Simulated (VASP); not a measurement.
Energy against volume of CuI (zinc blende). These are SCAN meta-GGA, VASP's PBE PAW potentials (set 64) (plane waves; VASP) values and carry that method's errors. Numerical set-up: 520 eV cut-off, 8×8×8 Γ-centred mesh, Gaussian smearing of 0.050 eV, potentials Cu I.

```json
[
 {"V (Å³/atom)": "25.287", "E (eV/atom)": "-26.04868"},
 {"V (Å³/atom)": "26.094", "E (eV/atom)": "-26.06162"},
 {"V (Å³/atom)": "26.901", "E (eV/atom)": "-26.06673"},
 {"V (Å³/atom)": "27.708", "E (eV/atom)": "-26.06481"}
]
```

Q: Fit these four points and predict the energy of the run at 28.515 Å³/atom.

A: A cubic in V^(−2/3), the third-order Birch-Murnaghan form, passes through the four points with V0 = 27.07 Å³/atom and B0 = 46 GPa, and gives -26.0566 eV/atom there. The run gave -26.0572 eV/atom, -0.6 meV/atom from the fit; all five points give B0 = 44 GPa.

The compound is CuI in the zinc blende structure. It was relaxed first.
